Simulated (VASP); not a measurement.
Here is the system:

```
CELL_PARAMETERS angstrom
      4.86832    -8.43217     0.00000
      4.86832     8.43217     0.00000
      0.00000     0.00000    10.55628
ATOMIC_POSITIONS crystal
  Ga 0.22202 0.11085 0.24929
  Ga 0.11154 0.22295 0.99972
  Ga 0.22170 0.11036 0.75086
  Ga 0.11258 0.22135 0.50093
  Ga 0.22494 0.44581 0.25034
  Ga 0.11150 0.55519 0.99981
  Ga 0.22128 0.44372 0.74732
  Ga 0.11248 0.55735 0.50118
  Ga 0.22200 0.77767 0.24935
  Ga 0.11096 0.88873 0.99983
  Ga 0.22175 0.77770 0.75084
  Ga 0.11083 0.88860 0.50032
  Ga 0.55595 0.11120 0.24962
  Ga 0.44462 0.22285 0.99969
  Ga 0.55562 0.11091 0.75061
  Ga 0.44193 0.22135 0.50097
  Ga 0.55407 0.44571 0.25037
  Ga 0.44423 0.55535 0.99873
  Ga 0.55535 0.44365 0.74732
  Ga 0.55415 0.77495 0.25036
  Ga 0.44467 0.88827 0.99977
  Ga 0.55548 0.77799 0.74753
  Ga 0.44180 0.88643 0.50101
  Ga 0.88849 0.11125 0.24961
  Ga 0.77768 0.22214 0.99982
  Ga 0.88854 0.11100 0.75063
  Ga 0.77757 0.22191 0.50099
  Ga 0.88847 0.44387 0.24963
  Ga 0.77677 0.55511 0.99979
  Ga 0.88842 0.44391 0.75069
  Ga 0.77764 0.55735 0.50102
  Ga 0.88883 0.77774 0.24935
  Ga 0.77693 0.88838 0.99980
  Ga 0.88891 0.77756 0.75088
  Ga 0.77775 0.88658 0.50117
  N  0.22188 0.11062 0.43778
  N  0.11180 0.22385 0.18971
  N  0.22224 0.11128 0.93904
  N  0.11090 0.22177 0.68818
  N  0.24213 0.45421 0.44458
  N  0.11175 0.55453 0.18969
  N  0.22327 0.44491 0.93533
  N  0.11082 0.55537 0.68831
  N  0.22178 0.77740 0.43786
  N  0.11094 0.88875 0.18825
  N  0.22231 0.77752 0.93908
  N  0.11077 0.88853 0.68863
  N  0.55497 0.11049 0.43866
  N  0.44526 0.22379 0.18964
  N  0.55508 0.11077 0.93892
  N  0.44395 0.22170 0.68821
  N  0.54491 0.45416 0.44454
  N  0.44434 0.55548 0.18657
  N  0.55478 0.44488 0.93530
  N  0.44403 0.55516 0.67012
  N  0.54503 0.75695 0.44452
  N  0.44524 0.88798 0.18971
  N  0.55480 0.77642 0.93544
  N  0.44397 0.88843 0.68825
  N  0.88868 0.11055 0.43866
  N  0.77768 0.22216 0.18829
  N  0.88900 0.11085 0.93892
  N  0.77754 0.22197 0.68902
  N  0.88862 0.44445 0.43866
  N  0.77589 0.55455 0.18972
  N  0.88892 0.44476 0.93897
  N  0.77744 0.55536 0.68823
  N  0.88865 0.77747 0.43786
  N  0.77592 0.88800 0.18964
  N  0.88838 0.77745 0.93909
  N  0.77751 0.88846 0.68834
  Si 0.44401 0.55512 0.50009
```
Cell charge +1.

The numbers are results of HSE06 screened hybrid, VASP's PBE PAW potentials (set 64) (plane waves; VASP 6.6.1), not measurements. Numerical set-up: PREC = Normal, LREAL = Auto, ISYM = 0, NELECT = 288.0, EDIFF = 1E-5, 400 eV cut-off, 1×1×1 Γ-centred mesh, Gaussian smearing of 0.050 eV, potentials Ga N Si.

The cell is charged, with a uniform compensating background. The supercell is sampled at Γ alone, which is coarse: total energies, pressure and levels can be off, energies of defects by several tenths of an eV.

**Question.** Predict the energy per atom (σ→0).

**Answer.** 
```yaml
energy per atom (σ→0): -7.444 eV/atom
```

The absolute energy has meaning only against runs of the same code, potentials and settings.

The cell is a supercell with a defect, built from GaN (wurtzite): Si_Ga, charge +1. The cell's shape comes from a PBE relaxation. The run is not spin-polarised, so no state with unpaired spins was tried.
